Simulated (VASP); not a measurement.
## Mg: single point with PBE

Crystal: Mg.

```xyz
2
Lattice="3.2051 0.0000 0.0000 -1.6025 2.7757 0.0000 0.0000 0.0000 5.1592" Properties=species:S:1:pos:R:3 pbc="T T T"
Mg    0.0000    1.8505    3.8694
Mg    1.6025    0.9252    1.2898
```

```json
{
 "Program": "VASP 6.6.1",
 "Task": "single point",
 "Functional": "PBE",
 "Potentials or basis": "VASP PAW PBE potentials, release 64 (Mg)",
 "Cutoff": "520 eV",
 "k mesh": "16 × 16 × 8",
 "Occupations": "gaussian, width 0.05 eV",
 "Spin": "no spin polarisation"
}
```

```yaml
Pressure: -0.1 GPa
Band_gap_on_the_k_mesh: none (metal or under the smearing width)
```

Levels at points of the mesh, in eV from the Fermi level:
| k point | band 1 | band 2 | band 3 | band 4 | band 5 | band 6 | band 7 |
| --- | --- | --- | --- | --- | --- | --- | --- |
| (0.00, 0.00, 0.00) | -6.95 | -1.65 | -1.17 | 10.84 | 10.84 | 10.93 | 10.93 |
| (0.50, 0.00, 0.00) | -2.18 | -2.18 | 2.66 | 3.03 | 3.33 | 3.72 | 6.78 |
| (0.00, 0.00, 0.50) | -5.54 | -5.54 | 5.15 | 5.15 | 11.59 | 11.59 | 11.59 |
| (0.50, 0.00, 0.50) | -1.12 | -1.12 | -0.47 | -0.47 | 7.97 | 7.97 | 8.03 |

Run time: 42 s on 1 thread of AMD EPYC 7R43 64-Core Processor (Zen 3), with other jobs on the host, peak memory 0.15 GiB.
